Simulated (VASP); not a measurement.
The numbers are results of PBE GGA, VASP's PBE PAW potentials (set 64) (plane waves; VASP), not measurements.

A VASP calculation is set up with these files.

POSCAR:
```
Pd
1.0
  0.0000000000   1.9690748081   1.9690748081
  1.9690748081   0.0000000000   1.9690748081
  1.9690748081   1.9690748081   0.0000000000
Pd
1
Cart
  0.0000000000   0.0000000000   0.0000000000
```

**KPOINTS**
```
Automatic mesh
0
Gamma
14 14 14
0 0 0
```

**INCAR**
```
ALGO = Normal
EDIFF = 1E-7
ENCUT = 530
GGA = PE
IBRION = 6
ISIF = 3
ISMEAR = 1
LASPH = .True.
LCHARG = .False.
LMAXMIX = 4
LREAL = .False.
LWAVE = .False.
NELM = 100
NFREE = 2
NSW = 1
POTIM = 0.015
PREC = Accurate
SIGMA = 0.1
SYSTEM = Pd
```

POTCAR, in this order: Pd (PBE.64 set). Program: vasp_std.

The resulting files:

**OSZICAR**
```
...
DAV:   9    -0.520501291456E+01    0.89515E-08   -0.14325E-09  2281   0.318E-04
   6 F= -.52050129E+01 E0= -.52044170E+01  d E =-.178778E-02
       N       E                     dE             d eps       ncg     rms          rms(c)
DAV:   1    -0.535021977225E+01   -0.14521E+00   -0.31820E+00  4541   0.192E+01    0.262E+00
DAV:   2    -0.520889339194E+01    0.14133E+00   -0.66298E-01  4489   0.767E+00    0.694E-01
DAV:   3    -0.520461447279E+01    0.42789E-02   -0.55242E-03  4911   0.719E-01    0.372E-01
DAV:   4    -0.520365688827E+01    0.95758E-03   -0.30518E-03  4992   0.452E-01    0.104E-01
DAV:   5    -0.520369905379E+01   -0.42166E-04   -0.15178E-04  5709   0.125E-01    0.149E-02
DAV:   6    -0.520370084562E+01   -0.17918E-05   -0.40700E-06  5385   0.220E-02    0.873E-03
DAV:   7    -0.520370025401E+01    0.59161E-06   -0.15225E-07  4328   0.372E-03    0.634E-04
DAV:   8    -0.520370031018E+01   -0.56170E-07   -0.29240E-09  2269   0.583E-04
   7 F= -.52037003E+01 E0= -.52031121E+01  d E =-.176455E-02
       N       E                     dE             d eps       ncg     rms          rms(c)
DAV:   1    -0.525041171002E+01   -0.46711E-01   -0.13762E+00 13958   0.122E+01    0.140E+00
DAV:   2    -0.520808478306E+01    0.42327E-01   -0.18458E-01 13847   0.403E+00    0.431E-01
DAV:   3    -0.520623953004E+01    0.18453E-02   -0.24527E-03 15687   0.437E-01    0.236E-01
DAV:   4    -0.520583266699E+01    0.40686E-03   -0.77149E-04 15480   0.220E-01    0.732E-02
DAV:   5    -0.520582573846E+01    0.69285E-05   -0.55143E-05 17108   0.635E-02    0.153E-02
DAV:   6    -0.520582662371E+01   -0.88525E-06   -0.27331E-06 15436   0.180E-02    0.369E-03
DAV:   7    -0.520582677539E+01   -0.15168E-06   -0.25824E-07  8258   0.469E-03    0.124E-03
DAV:   8    -0.520582682193E+01   -0.46540E-07   -0.43574E-08  6992   0.213E-03
   8 F= -.52058268E+01 E0= -.52052663E+01  d E =-.168151E-02
       N       E                     dE             d eps       ncg     rms          rms(c)
DAV:   1    -0.523470287108E+01   -0.28876E-01   -0.82842E-01 13887   0.805E+00    0.105E+00
DAV:   2    -0.520986915489E+01    0.24834E-01   -0.29753E-02 14143   0.155E+00    0.351E-01
DAV:   3    -0.520612937413E+01    0.37398E-02   -0.76487E-03 15462   0.638E-01    0.160E-01
DAV:   4    -0.520584260997E+01    0.28676E-03   -0.57428E-04 14558   0.269E-01    0.312E-02
DAV:   5    -0.520582599988E+01    0.16610E-04   -0.57436E-05 15073   0.586E-02    0.123E-02
DAV:   6    -0.520582687755E+01   -0.87767E-06   -0.15872E-06 14831   0.140E-02    0.578E-03
DAV:   7    -0.520582678462E+01    0.92927E-07   -0.34369E-07 14185   0.506E-03
   9 F= -.52058268E+01 E0= -.52052663E+01  d E =-.168141E-02
       N       E                     dE             d eps       ncg     rms          rms(c)
DAV:   1    -0.518646596115E+01    0.19361E-01   -0.77540E-01 13933   0.780E+00    0.631E-01
DAV:   2    -0.518813496072E+01   -0.16690E-02   -0.11253E-02 14340   0.985E-01    0.250E-01
DAV:   3    -0.519697115854E+01   -0.88362E-02   -0.39563E-03 15221   0.459E-01    0.119E-01
DAV:   4    -0.520476295324E+01   -0.77918E-02   -0.12003E-03 15246   0.271E-01    0.462E-02
DAV:   5    -0.520576381826E+01   -0.10009E-02   -0.41971E-05 16515   0.633E-02    0.119E-02
DAV:   6    -0.520581793202E+01   -0.54114E-04   -0.21029E-06 14406   0.140E-02    0.249E-03
DAV:   7    -0.520582271881E+01   -0.47868E-05   -0.87912E-08  7657   0.291E-03    0.910E-04
DAV:   8    -0.520582864393E+01   -0.59251E-05   -0.12953E-08  7019   0.108E-03    0.244E-04
DAV:   9    -0.520582640887E+01    0.22351E-05   -0.24992E-09  6906   0.519E-04    0.861E-05
DAV:  10    -0.520582681753E+01   -0.40866E-06   -0.62758E-10  6846   0.237E-04    0.283E-05
DAV:  11    -0.520582686946E+01   -0.51922E-07   -0.13035E-10  6834   0.980E-05
  10 F= -.52058269E+01 E0= -.52052664E+01  d E =-.168150E-02
       N       E                     dE             d eps       ncg     rms          rms(c)
DAV:   1    -0.523469471141E+01   -0.28868E-01   -0.85023E-01 13882   0.819E+00    0.105E+00
DAV:   2    -0.520986980277E+01    0.24825E-01   -0.29823E-02 14136   0.155E+00    0.351E-01
DAV:   3    -0.520612906214E+01    0.37407E-02   -0.76573E-03 15360   0.638E-01    0.160E-01
DAV:   4    -0.520584269946E+01    0.28636E-03   -0.57621E-04 14715   0.270E-01    0.312E-02
DAV:   5    -0.520582590616E+01    0.16793E-04   -0.56297E-05 15175   0.578E-02    0.123E-02
DAV:   6    -0.520582689696E+01   -0.99080E-06   -0.16800E-06 15164   0.137E-02    0.587E-03
DAV:   7    -0.520582680751E+01    0.89452E-07   -0.36023E-07 14061   0.522E-03
  11 F= -.52058268E+01 E0= -.52052663E+01  d E =-.168140E-02
       N       E                     dE             d eps       ncg     rms          rms(c)
DAV:   1    -0.522247371110E+01   -0.16647E-01   -0.73043E-01 13997   0.751E+00    0.640E-01
DAV:   2    -0.521094341559E+01    0.11530E-01   -0.11062E-02 14431   0.997E-01    0.252E-01
DAV:   3    -0.520701278372E+01    0.39306E-02   -0.38883E-03 15004   0.467E-01    0.119E-01
DAV:   4    -0.520587004920E+01    0.11427E-02   -0.13602E-03 15149   0.290E-01    0.313E-02
DAV:   5    -0.520583053298E+01    0.39516E-04   -0.38903E-05 16087   0.640E-02    0.153E-02
DAV:   6    -0.520582473855E+01    0.57944E-05   -0.31141E-06 14478   0.161E-02    0.130E-03
DAV:   7    -0.520582579563E+01   -0.10571E-05   -0.45222E-08  7966   0.268E-03    0.609E-04
DAV:   8    -0.520582671723E+01   -0.92160E-06   -0.60052E-09  6998   0.756E-04    0.730E-05
DAV:   9    -0.520582679259E+01   -0.75367E-07   -0.10282E-09  6911   0.317E-04
  12 F= -.52058268E+01 E0= -.52052663E+01  d E =-.168150E-02
       N       E                     dE             d eps       ncg     rms          rms(c)
DAV:   1    -0.523470251937E+01   -0.28876E-01   -0.84229E-01 14059   0.813E+00    0.106E+00
DAV:   2    -0.520986647790E+01    0.24836E-01   -0.29877E-02 14190   0.155E+00    0.351E-01
DAV:   3    -0.520612910326E+01    0.37374E-02   -0.76597E-03 15388   0.637E-01    0.161E-01
DAV:   4    -0.520584265218E+01    0.28645E-03   -0.57779E-04 14703   0.271E-01    0.314E-02
DAV:   5    -0.520582598054E+01    0.16672E-04   -0.57828E-05 15079   0.586E-02    0.125E-02
DAV:   6    -0.520582689675E+01   -0.91620E-06   -0.16308E-06 15143   0.140E-02    0.579E-03
DAV:   7    -0.520582680649E+01    0.90252E-07   -0.34666E-07 14113   0.509E-03
  13 F= -.52058268E+01 E0= -.52052663E+01  d E =-.168141E-02
       N       E                     dE             d eps       ncg     rms          rms(c)
DAV:   1    -0.518767096892E+01    0.18156E-01   -0.16414E+00  1896   0.104E+01    0.291E-01
DAV:   2    -0.519376847747E+01   -0.60975E-02   -0.16436E-02  2095   0.142E+00    0.183E-01
DAV:   3    -0.520613274572E+01   -0.12364E-01   -0.83703E-03  2064   0.582E-01    0.211E-02
DAV:   4    -0.520642395483E+01   -0.29121E-03   -0.11725E-04  2320   0.135E-01    0.125E-02
DAV:   5    -0.520643429060E+01   -0.10336E-04   -0.10778E-06  2097   0.942E-03    0.599E-04
DAV:   6    -0.520643354716E+01    0.74344E-06   -0.21281E-08  1341   0.132E-03    0.274E-04
DAV:   7    -0.520643387377E+01   -0.32661E-06   -0.18923E-09  1024   0.347E-04    0.225E-05
DAV:   8    -0.520643382653E+01    0.47235E-07   -0.43930E-10   968   0.132E-04
  14 F= -.52064338E+01 E0= -.52058513E+01  d E =-.174770E-02
       N       E                     dE             d eps       ncg     rms          rms(c)
DAV:   1    -0.520291100506E+01    0.35229E-02   -0.50066E+00  1872   0.171E+01    0.102E-01
DAV:   2    -0.520663977303E+01   -0.37288E-02   -0.37724E-02  1938   0.222E+00    0.636E-02
DAV:   3    -0.520643532936E+01    0.20444E-03   -0.92603E-04  2184   0.281E-01    0.401E-03
DAV:   4    -0.520643394740E+01    0.13820E-05   -0.10010E-05  2200   0.309E-02    0.244E-03
DAV:   5    -0.520643384837E+01    0.99025E-07   -0.18107E-07  2039   0.419E-03
  15 F= -.52064338E+01 E0= -.52058513E+01  d E =-.174768E-02
```

File OUTCAR:
```
------------------------ aborting loop because EDIFF is reached ----------------------------------------
  FORCE on cell =-STRESS in cart. coord.  units (eV):
  Direction    XX          YY          ZZ          XY          YZ          ZX
  --------------------------------------------------------------------------------------
  Total        0.0405971      0.0405971      0.0405971      0.0000000      0.0000000      0.0000000
  in kB        4.2597935      4.2597935      4.2597935      0.0000000      0.0000000      0.0000000
  external PRESSURE =       4.2597935 kB  Pullay stress =       0.0000000 kB
  volume of cell :       15.27
      direct lattice vectors                 reciprocal lattice vectors
     0.000000000  1.969074808  1.969074808    -0.253926361  0.253926361  0.253926361
     1.969074808  0.000000000  1.969074808     0.253926361 -0.253926361  0.253926361
     1.969074808  1.969074808  0.000000000     0.253926361  0.253926361 -0.253926361
 POSITION                                       TOTAL-FORCE (eV/Angst)
 -----------------------------------------------------------------------------------
     -0.01500      0.00000      0.00000        -0.000000     -0.000000     -0.000000
 -----------------------------------------------------------------------------------
    total drift:                               -0.000765     -0.000000     -0.000000
  FREE ENERGIE OF THE ION-ELECTRON SYSTEM (eV)
  ---------------------------------------------------
  free  energy   TOTEN  =        -5.2064338484 eV

  energy  without entropy=       -5.2046861683  energy(sigma->0) =       -5.20585129

   1 f/i=    0.000000 THz     0.000000 2PiTHz    0.000000 cm-1     0.000000 meV
             X         Y         Z           dx          dy          dz
      0.000000  0.000000  0.000000     0.000000    0.000000    1.000000

   2 f/i=    0.000000 THz     0.000000 2PiTHz    0.000000 cm-1     0.000000 meV
             X         Y         Z           dx          dy          dz
      0.000000  0.000000  0.000000    -0.970143    0.242536    0.000000

   3 f/i=    0.000000 THz     0.000000 2PiTHz    0.000000 cm-1     0.000000 meV
             X         Y         Z           dx          dy          dz
      0.000000  0.000000  0.000000    -0.242536   -0.970143    0.000000

 ELASTIC MODULI CONTR FROM IONIC RELAXATION (kBar)
 Direction    XX          YY          ZZ          XY          YZ          ZX
 --------------------------------------------------------------------------------
 XX           0.0000      0.0000      0.0000      0.0000      0.0000      0.0000
 YY           0.0000      0.0000      0.0000      0.0000      0.0000      0.0000
 ZZ           0.0000      0.0000      0.0000      0.0000      0.0000      0.0000
 XY           0.0000      0.0000      0.0000      0.0000      0.0000      0.0000
 YZ           0.0000      0.0000      0.0000      0.0000      0.0000      0.0000
 ZX           0.0000      0.0000      0.0000      0.0000      0.0000      0.0000
 --------------------------------------------------------------------------------

 TOTAL ELASTIC MODULI (kBar)
 Direction    XX          YY          ZZ          XY          YZ          ZX
 --------------------------------------------------------------------------------
 XX        1934.5523   1567.8067   1567.8067      0.0000      0.0000      0.0000
 YY        1567.8067   1934.5523   1567.8067      0.0000      0.0000     -0.0000
 ZZ        1567.8067   1567.8067   1934.5523      0.0000     -0.0000     -0.0000
 XY           0.0000      0.0000      0.0000    572.9267      0.0000      0.0000
 YZ           0.0000      0.0000     -0.0000      0.0000    572.9267      0.0000
 ZX           0.0000     -0.0000     -0.0000      0.0000      0.0000    572.9267
 --------------------------------------------------------------------------------
```
(Selected blocks of OUTCAR.)

Finite-difference elastic constants of metals are sensitive to mesh and smearing; shear constants can be off by tens of GPa.

The compound is Pd in the fcc structure. It was relaxed first.
